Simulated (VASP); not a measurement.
Computed with PBEsol GGA, VASP's PBE PAW potentials (set 64) (plane waves; VASP 6.6.1).

The input files of a VASP run:

### POSCAR
```
NaI
1
    0.0000000000     3.1980132894     3.1980132894
    3.1980132894     0.0000000000     3.1980132894
    3.1980132894     3.1980132894     0.0000000000
Na I
1 1
Direct
  0.0000000000   0.0000000000   0.0000000000
  0.5000000000   0.5000000000   0.5000000000
```

**INCAR**
```
! general
SYSTEM =NaI
PREC   =Accurate
ENCUT  =480
LREAL  =.FALSE.
LASPH  =.TRUE.

! electronic loop
EDIFF  =1E-7
NELM   =100
ALGO   =Normal
LMAXMIX=4

! smearing
ISMEAR =0
SIGMA  =0.05

! functional
GGA    =PS

! ions
IBRION =2
NSW    =40
ISIF   =3
EDIFFG =-0.01
PSTRESS=50

! output
LWAVE  =.FALSE.
LCHARG =.FALSE.
```

### KPOINTS
```
K-points
0
G
 8 8 8
```

POTCAR, in this order: Na_pv I (PBE.64 set). Program: vasp_std.

Task: What will the output report for the number of irreducible k-points (NKPTS), number of bands (NBANDS), largest plane-wave count, number of space-group operations, FFT grid (NGX, NGY, NGZ)?

Result: 
| Quantity | Value |
|---|---|
| number of irreducible k-points (NKPTS) | 29 |
| number of bands (NBANDS) | 11 |
| largest plane-wave count | 1588 |
| number of space-group operations | 48 |
| FFT grid (NGX, NGY, NGZ) | 32 × 32 × 32 |

The compound is NaI in the rock salt structure. This run relaxes it under an external pressure of 5 GPa. Symmetry was kept, so distortions that lower it aren't found.
